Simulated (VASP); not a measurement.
Given:

```
ZrB2
1.0
    1.58176    -2.73969     0.00000
    1.58176     2.73969     0.00000
    0.00000     0.00000     3.55048
Zr B
1 2
Direct
  0.00000   0.00000   0.00000
  0.33333   0.66667   0.50000
  0.66667   0.33333   0.50000
```

Level of theory: r2SCAN+rVV10, VASP's PBE PAW potentials (set 64) (plane waves; VASP). Numerical set-up: 520 eV cut-off, 12×12×10 Γ-centred mesh, tetrahedra with Blöchl corrections, potentials Zr_sv B.

Task: Estimate the energy per atom (σ→0), band gap (over mesh and band path) with the smallest direct gap where there is one.

Result: 
```yaml
band gap (over mesh and band path): none (metal, semimetal or under 0.01 eV)
energy per atom (σ→0): -13.479 eV/atom
```

Total energies compare only between runs with the same potentials, cut-off and functional.

The compound is ZrB2 in the AlB2 type structure. It was relaxed first.
